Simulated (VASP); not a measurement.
# OsO3 (I4/mmm) in VASP: relaxation of cell and atoms with PBE

Aim: the relaxation of cell and atoms of OsO3 with PBE.

Everything below comes from runs of VASP 6.6.1. Logs are shortened: lines on timing, memory, paths and dates and some standing lists are left out, and cuts for length are marked.

## (1) The crystal as given

Symmetry: I4/mmm, No. 139, tetragonal system. The conventional cell has a = 3.310 Å, b = 3.310 Å, c = 6.789 Å, α = 90.00°, β = 90.00°, γ = 90.00°. Around Os (site symmetry 4/mmm) lie 12 O at 2.34 to 2.37 Å. Around O (site symmetry -4m2) lie 8 O at 2.34 to 2.37 Å and 4 Os at 2.37 Å. O (site symmetry 4/mmm) has 4 Os at 2.34 Å and 8 O at 2.37 Å as nearest neighbours.

The cell was built by a generator and needn't be a form met in nature.

## (2) Relaxation of cell and atoms, PBE

INCAR reads:

```
PREC     = Accurate       # precision mode
ENCUT    = 600            # plane-wave cutoff, eV
EDIFF    = 1E-6           # SCF threshold, eV
ISMEAR   = 0              # smearing method
SIGMA    = 0.05           # smearing width, eV
LREAL    = False          # projectors in reciprocal space
LASPH    = True           # aspherical terms in the spheres
NELM     = 80             # most SCF steps
ALGO     = Normal         # electronic algorithm
ISIF     = 3              # what is computed and relaxed
LWAVE    = False          # write WAVECAR
LCHARG   = False          # write CHGCAR
GGA      = PE             # functional
IBRION   = 2              # ionic algorithm
NSW      = 40             # ionic steps
EDIFFG   = -0.005         # ionic threshold
```

KPOINTS reads:

```
regular mesh
0
Gamma
  11 11 11
```

POSCAR reads:

```
OsO3
1.0
   -1.6552477100      1.6552477100      3.3943491900
    1.6552477100     -1.6552477100      3.3943491900
    1.6552477100      1.6552477100     -3.3943491900
Os O
1 3
Direct
    0.0000000000      0.0000000000      0.0000000000
    0.7500000000      0.2500000000      0.5000000000
    0.2500000000      0.7500000000      0.5000000000
    0.5000000000      0.5000000000      0.0000000000
```

Potentials or basis: VASP PAW PBE potentials, release 64 (Os, O).

Run with:

```bash
cat potpaw_PBE.64/Os/POTCAR potpaw_PBE.64/O/POTCAR > POTCAR
mpirun -np 1 vasp_std > vasp.out
```

OUTCAR:

```text
PREC = Accurate
   ENCUT = 600
   EDIFF = 1E-6
   ISMEAR = 0
   LREAL = False
   LASPH = True
   NELM = 80
   ISIF = 3
   GGA = PE
   IBRION = 2
   NSW = 40
   EDIFFG = -0.005

 ion  position               nearest neighbor table
   1  0.000  0.000  0.000-   4 2.34   4 2.34   4 2.34   4 2.34   2 2.37   2 2.37   3 2.37   3 2.37
                             3 2.37   2 2.37   3 2.37   2 2.37
   2  0.750  0.250  0.500-   1 2.37   1 2.37   1 2.37   1 2.37
   3  0.250  0.750  0.500-   1 2.37   1 2.37   1 2.37   1 2.37
   4  0.500  0.500  0.000-   1 2.34   1 2.34   1 2.34   1 2.34

  LATTYP: Found a body centered tetragonal cell.
 ALAT       =     3.3104954200
 C/A-ratio  =     2.0506593481

  Lattice vectors:

 A1 = (  -1.6552477100,   1.6552477100,   3.3943491900)
 A2 = (   1.6552477100,  -1.6552477100,   3.3943491900)
 A3 = (   1.6552477100,   1.6552477100,  -3.3943491900)

Analysis of symmetry for initial positions (statically):
=====================================================================
 Subroutine PRICEL returns:
 Original cell was already a primitive cell.

 Routine SETGRP: Setting up the symmetry group for a
 body centered tetragonal supercell.

 Subroutine GETGRP returns: Found 16 space group operations
 (whereof 16 operations were pure point group operations)
 out of a pool of 16 trial point group operations.

The static configuration has the point symmetry D_4h.

Analysis of symmetry for dynamics (positions and initial velocities):
=====================================================================
 Subroutine PRICEL returns:
 Original cell was already a primitive cell.

 Routine SETGRP: Setting up the symmetry group for a
 body centered tetragonal supercell.

 Subroutine GETGRP returns: Found 16 space group operations
 (whereof 16 operations were pure point group operations)
 out of a pool of 16 trial point group operations.

The dynamic configuration has the point symmetry D_4h.

 Subroutine INISYM returns: Found 16 space group operations
 (whereof 16 operations are pure point group operations),
 and found     1 'primitive' translations

----------------------------------------------------------------------------------------

                                     Primitive cell

  volume of cell :      37.2000

  direct lattice vectors                    reciprocal lattice vectors
    -1.655247710  1.655247710  3.394349190     0.000000000  0.302069592  0.147303643
[... 111 lines left out ...]
  volume/ion in A,a.u.               =       9.30        62.76
  Fermi-wavevector in a.u.,A,eV,Ry     =   1.452842  2.745474 28.718504  2.110750
  Thomas-Fermi vector in A             =   2.570178
   LORBIT       =      0    0 simple, 1 ext, 2 COOP (PROOUT), +10 PAW based schemes
   GGA     = PE    functional components
   LHFCALC =     F    Hartree Fock is set to
   AEXX    =    0.0000 exact exchange contribution
   IVDW    =     0    specifies the selected vdW correction
   LEPSILON=     F    determine dielectric tensor
   LRPA    =     F    only Hartree local field effects (RPA)
 conjugate gradient relaxation of ions
 non-spin polarized calculation
 Gauss-broadening in eV      SIGMA  =   0.05
  energy-cutoff  :      600.00
  volume of cell :       37.20
 maximum number of plane-waves:      1269
 NGX is ok and might be reduce to    36
   NGX = 17   NGY = 17   NGZ = 17

--------------------------------------- Ionic step        1  -------------------------------------------

 number of electron      26.0000002 magnetization

 Free energy of the ion-electron system (eV)
  ---------------------------------------------------
  ext. energy  EPLUGINS =         0.00000000
  ---------------------------------------------------
  free energy    TOTEN  =       -22.84776632 eV

  energy without entropy =      -22.84252471  energy(sigma->0) =      -22.84514551

------------------------ aborting loop because EDIFF is reached ----------------------------------------

  FORCE on cell =-STRESS in cart. coord.  units (eV):
  Direction    XX          YY          ZZ          XY          YZ          ZX
  --------------------------------------------------------------------------------------
  -------------------------------------------------------------------------------------
  Total       -2.4323140     -2.4323140    -10.5278986      0.0000000     -0.0000000      0.0000000
  in kB     -104.7581267   -104.7581267   -453.4295047      0.0000000     -0.0000000      0.0000000
  external PRESSURE =    -220.9819194 kB  Pullay stress =       0.0000000 kB
[... 95 lines left out ...]
  FREE ENERGIE OF THE ION-ELECTRON SYSTEM (eV)
  ---------------------------------------------------
  free  energy   TOTEN  =       -23.4986577492 eV

  energy  without entropy=      -23.4953730603  energy(sigma->0) =      -23.49701540

[... ionic steps 4 to 13 ...]

--------------------------------------- Ionic step       14  -------------------------------------------

 number of electron      25.9999997 magnetization

------------------------ aborting loop because EDIFF is reached ----------------------------------------
[... 71 lines left out ...]
--------------------------------------- Ionic step       16  -------------------------------------------

 number of electron      25.9999997 magnetization

 Free energy of the ion-electron system (eV)
  ---------------------------------------------------
  ext. energy  EPLUGINS =         0.00000000
  ---------------------------------------------------
  free energy    TOTEN  =       -23.86497847 eV

  energy without entropy =      -23.86181430  energy(sigma->0) =      -23.86339638

 E-fermi :   7.3948     XC(G=0): -13.5579

 val. band max:        7.3919642790   @ k =   0.3636   0.1818   0.0000
 cond. band min:       7.4015420376   @ k =  -0.4545   0.4545   0.0000
 fundamental gap:      0.0095777586
 Fermi energy:         7.3948187107

 k-point     1 :       0.0000    0.0000    0.0000
  band No.  band energies     occupation
      1     -14.7388      2.00000
      2     -10.3080      2.00000
      3      -8.4735      2.00000
      4      -0.5239      2.00000
      5      -0.5239      2.00000
      6      -0.4950      2.00000
[... 457 lines left out ...]
      4      -0.7708      2.00000
      5      -0.5435      2.00000
      6       0.8546      2.00000
[... 9 lines left out ...]
     16       9.9916      0.00000
     17      10.1477      0.00000

 [... further k-points ...]
[... 5 lines left out ...]
  --------------------------------------------------------------------------------------
  -------------------------------------------------------------------------------------
  Total        0.0034767      0.0034767     -0.0028242      0.0000000      0.0000000      0.0000000
  in kB        0.1682906      0.1682906     -0.1367054      0.0000000      0.0000000      0.0000000
  external PRESSURE =       0.0666253 kB  Pullay stress =       0.0000000 kB
[... 19 lines left out ...]
  FREE ENERGIE OF THE ION-ELECTRON SYSTEM (eV)
  ---------------------------------------------------
  free  energy   TOTEN  =       -23.8649784688 eV

  energy  without entropy=      -23.8618142973  energy(sigma->0) =      -23.86339638

 reached required accuracy - stopping structural energy minimisation
```

OSZICAR:

```text
N       E                     dE             d eps       ncg     rms          rms(c)
DAV:   1     0.200911676244E+03    0.20091E+03   -0.15932E+04  4356   0.169E+03
DAV:   2    -0.168628426182E+02   -0.21777E+03   -0.21295E+03  5026   0.420E+02
DAV:   3    -0.328164412566E+02   -0.15954E+02   -0.15365E+02  5244   0.978E+01
DAV:   4    -0.332888799617E+02   -0.47244E+00   -0.46232E+00  5282   0.163E+01
[... 129 lines left out ...]
DAV:   1    -0.238650337371E+02   -0.73782E-04   -0.18731E-03  4284   0.408E-01    0.619E-02
DAV:   2    -0.238649937638E+02    0.39973E-04   -0.16737E-04  4284   0.104E-01    0.435E-02
DAV:   3    -0.238649892707E+02    0.44931E-05   -0.17345E-04  5794   0.839E-02    0.437E-02
DAV:   4    -0.238649787346E+02    0.10536E-04   -0.76923E-05  4575   0.489E-02    0.127E-02
DAV:   5    -0.238649784688E+02    0.26574E-06   -0.69705E-06  3994   0.225E-02
  16 F= -.23864978E+02 E0= -.23863396E+02  d E =-.225319E-05
```

CONTCAR:

```text
OsO3
   1.00000000000000
    -1.7223807101711763    1.7223807101711763    2.7893528677617865
     1.7223807101711763   -1.7223807101711763    2.7893528677617865
     1.7223807101711763    1.7223807101711763   -2.7893528677617865
  Os              O
     1     3
Direct
     0.0000000000000000    0.0000000000000000    0.0000000000000000
     0.7500000000000000    0.2500000000000000    0.5000000000000000
     0.2500000000000000    0.7500000000000000    0.5000000000000000
     0.5000000000000000    0.5000000000000000    0.0000000000000000

  0.00000000E+00  0.00000000E+00  0.00000000E+00
  0.00000000E+00  0.00000000E+00  0.00000000E+00
  0.00000000E+00  0.00000000E+00  0.00000000E+00
  0.00000000E+00  0.00000000E+00  0.00000000E+00
```

Wall time 7 min (1 thread of Intel Xeon 6975P-C (Granite Rapids), shared host); peak memory 0.29 GiB.

Results:

```
Free energy                            : -23.8650 eV
Relaxed volume                         : 8.27 Å³/atom
Relaxed cell                           : a = 3.703 Å, b = 3.703 Å, c = 3.703 Å, α = 124.57°, β = 124.57°, γ = 82.26°
Space group after relaxing (to 0.05 Å) : I4/mmm (No. 139)
Energy gained by relaxing              : 254.3 meV/atom
Ionic steps                            : 16
Pressure after relaxing                : 0.0 GPa
Band gap on the k mesh                 : none (metal or under the smearing width)
```

The path:
| step | energy change (eV) | largest force (eV/Å) | pressure (GPa) | volume (Å³) |
| --- | --- | --- | --- | --- |
| 1 | 0.0000 | 0.0000 | -22.10 | 37.20 |
| 2 | -0.5640 | 0.0000 | 30.78 | 30.60 |
| 3 | -0.6509 | 0.0000 | 12.71 | 32.10 |
| 4 | -0.9834 | 0.0000 | 7.82 | 32.31 |
| 5 | -0.9977 | 0.0000 | 7.68 | 32.31 |
| 6 | -0.9867 | 0.0000 | -8.83 | 34.17 |
| 7 | -1.0170 | 0.0000 | -0.16 | 33.11 |
| 8 | -1.0170 | 0.0000 | 0.04 | 33.10 |
| 9 | -1.0171 | 0.0000 | 0.04 | 33.09 |
| 10 | -1.0172 | 0.0000 | 0.10 | 33.09 |
| 11 | -1.0172 | 0.0000 | 0.10 | 33.09 |
| 12 | -1.0172 | 0.0000 | 0.11 | 33.09 |
| 13 | -1.0172 | 0.0000 | 0.11 | 33.09 |
| 14 | -1.0172 | 0.0000 | 0.13 | 33.09 |
| 15 | -1.0172 | 0.0000 | -0.24 | 33.12 |
| 16 | -1.0172 | 0.0000 | 0.01 | 33.10 |

Final structure:
```xyz
4
Lattice="-1.7224 1.7224 2.7894 1.7224 -1.7224 2.7894 1.7224 1.7224 -2.7894" Properties=species:S:1:pos:R:3 pbc="T T T"
Os    0.0000    0.0000    0.0000
O     0.0000    1.7224    1.3947
O     1.7224    0.0000    1.3947
O     0.0000    0.0000    2.7894
```

## (3) For comparison

An earlier run on the cell as given: functional PBE; potentials or basis VASP PAW PBE potentials, release 64 (Os, O); cutoff 520 eV; k mesh 11 × 11 × 11; occupations fermi-dirac, width 0.05 eV; no spin polarisation.

- Pressure: -21.9 GPa
- Band gap on the k mesh: none (metal or under the smearing width)
